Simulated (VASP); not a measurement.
Shape and ions are relaxed at each volume.

Here is the system:

```
CELL_PARAMETERS angstrom
     -1.62089     1.62089     3.94738
      1.62089    -1.62089     3.94738
      1.62089     1.62089    -3.94738
ATOMIC_POSITIONS crystal
  Si 0.66555 0.66555 0.00000
  Si 0.33445 0.33445 0.00000
  W  0.00000 0.00000 0.00000
```

Method: RPBE GGA, VASP's PBE PAW potentials (set 64) (plane waves; VASP). Settings: 520 eV cut-off, 13×13×13 Γ-centred mesh, first-order Methfessel-Paxton smearing of 0.10 eV, potentials Si W_sv.

Task: Give the energy at these volumes per atom, relative to the lowest: 13.00, 13.42, 13.83, 14.25, 14.66 Å³.

Result: 36.4, 8.5, 0.0, 8.0, 29.9 meV/atom. A third-order Birch-Murnaghan fit gives B0 = 212 GPa and B0′ = 4.5.

The compound is WSi2 in the MoSi2 type structure. It was relaxed first.
